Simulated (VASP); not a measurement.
Calculation: PBE GGA, VASP's PBE PAW potentials (set 64) (plane waves; VASP).

Input for VASP

**POSCAR**
```
Mo
1
   -1.6065000000     1.6065000000     1.6065000000
    1.6065000000    -1.6065000000     1.6065000000
    1.6065000000     1.6065000000    -1.6065000000
Mo
1
Direct
  0.0000000000   0.0000000000   0.0000000000
```

### KPOINTS
```
Automatic mesh
0
Gamma
14 14 14
0 0 0
```

**INCAR**
```
ALGO=Normal
EDIFF=1E-6
ENCUT=400
GGA=PE
ISIF=2
ISMEAR=-1
LASPH=.TRUE.
LCHARG=.FALSE.
LMAXMIX=4
LREAL=.FALSE.
LWAVE=.FALSE.
NELM=100
PREC=Accurate
SIGMA=0.2
SYSTEM=Mo
```

POTCAR, in this order: Mo_sv (PBE.64 set). Program: vasp_std.

What does the run give for the energy per atom (σ→0), pressure, band gap (on the k-mesh)?

The energy per atom (σ→0) is -1051.7 kJ/mol of atoms. The band gap (on the k-mesh) is none (metal, semimetal or under 0.01 eV) and the pressure comes out as -11.45 GPa.

OSZICAR:
```
...
DAV:   5    -0.116559630654E+02   -0.13519E-04   -0.13518E-04  2668   0.133E-01    0.128E+01
DAV:   6    -0.110322256135E+02    0.62374E+00   -0.11582E+00  2459   0.127E+01    0.315E+00
DAV:   7    -0.109537909921E+02    0.78435E-01   -0.20924E-01  2667   0.502E+00    0.103E+00
DAV:   8    -0.109498369516E+02    0.39540E-02   -0.44344E-03  2372   0.930E-01    0.194E-01
DAV:   9    -0.109498843850E+02   -0.47433E-04   -0.15992E-04  2678   0.166E-01    0.691E-02
DAV:  10    -0.109498943521E+02   -0.99671E-05   -0.11537E-05  2441   0.420E-02    0.822E-03
DAV:  11    -0.109498944660E+02   -0.11399E-06   -0.56414E-07  1567   0.819E-03
   1 F= -.10949894E+02 E0= -.10900166E+02  d E =-.994564E-01
```

The compound is Mo in the bcc structure. The cell was not relaxed at this level. The run is one of a series of settings (ISMEAR = -1, SIGMA = 0.2 against the base run), some of them coarse on purpose.
